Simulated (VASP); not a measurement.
```yaml
crystal:
  lattice:
    - [1.38151, -2.38094, 0.00000]
    - [1.38151, 2.38094, 0.00000]
    - [0.00000, 0.00000, 4.47025]
  atoms:
    - { symbol: Re, position: [0.33333, 0.66667, 0.25000] }
    - { symbol: Re, position: [0.66667, 0.33333, 0.75000] }
```

Level of theory: PBEsol GGA, VASP's PBE PAW potentials (set 64) (plane waves; VASP). Settings: 480 eV cut-off, 14×14×8 Γ-centred mesh, first-order Methfessel-Paxton smearing of 0.10 eV, potentials Re.

Q: Give the stress tensor in GPa (positive for a compressed cell).

A: 
```
-4.58   0.00   0.00
 0.00  -2.46   0.00
 0.00   0.00  -4.75
```
The pressure is its mean diagonal, -3.93 GPa.

The compound is Re in the hcp structure. This cell was strained or had an atom moved on purpose.
